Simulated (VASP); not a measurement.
All values below come from LDA (Ceperley-Alder, Perdew-Zunger), VASP's LDA PAW potentials (set 64) (plane waves; VASP 6.6.1).

Gaps are without spin-orbit coupling.

```
Property                                               Result
---------------------------------------------  --------------
volume per atom                                20.34 Å^3/atom
band gap (over mesh and band path)                    1.77 eV
smallest direct gap (over mesh and band path)         1.89 eV
Hill bulk modulus                                    36.8 GPa
Hill shear modulus                                   11.4 GPa
```

Question: Which relaxed crystal gives these values?
A) SnBr2, P-3m1 (164)
B) PtCl2, Pnnm (58)
C) Rb2O2, Immm (71)
D) MoS2, P6_3/mmc (194)

Answer: C, Rb2O2, Immm (71)
